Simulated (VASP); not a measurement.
Input of a VASP 6.6.1 run:

File INCAR:

```
PREC     = Accurate       # precision mode
ENCUT    = 520            # plane-wave cutoff, eV
EDIFF    = 1E-7           # SCF threshold, eV
ISMEAR   = 0              # smearing method
SIGMA    = 0.01           # smearing width, eV
LREAL    = False          # projectors in reciprocal space
LASPH    = True           # aspherical terms in the spheres
NELM     = 80             # most SCF steps
ALGO     = Normal         # electronic algorithm
ISIF     = 2              # what is computed and relaxed
LWAVE    = False          # write WAVECAR
LCHARG   = True           # write CHGCAR
GGA      = PE             # functional
LELF     = True           # ELF
LVHAR    = True         
LVACPOTAV= True         
NBANDS   = 17             # bands
```

KPOINTS

```
Automatic mesh
0
Gamma
  1 1 1
```

File POSCAR:

```
SiH2O2
1.0
   13.0000000000      0.0000000000      0.0000000000
    0.0000000000     11.0000000000      0.0000000000
    0.0000000000      0.0000000000     11.0000000000
O Si H
2 1 2
Direct
    0.3723730800      0.4987818200      0.4902909100
    0.5630807700      0.5254272700      0.5215272700
    0.4670807700      0.4364454500      0.5669000000
    0.3886269200      0.5673727300      0.4392818200
    0.6296269200      0.5071909100      0.5546909100
```

Potentials or basis: VASP PAW PBE potentials, release 64 (O, Si, H).

Command:

```bash
$ cat potpaw_PBE.64/O/POTCAR potpaw_PBE.64/Si/POTCAR potpaw_PBE.64/H/POTCAR > POTCAR
$ mpirun -np 1 vasp_gam > vasp.out
```

Q: What does it give for the gap between the frontier levels?

A: 4.03 eV.

Q: Estimate the largest force.

A: 0.615 eV/Å.

Forces in eV/Å, atoms in the order of the input:
```
O   -0.496 -0.266  0.099
O   -0.118  0.351 -0.312
Si  -0.034 -0.476  0.377
H    0.075  0.477 -0.367
H    0.573 -0.086  0.204
```

As with any semilocal functional, this PBE gap is likely too small.
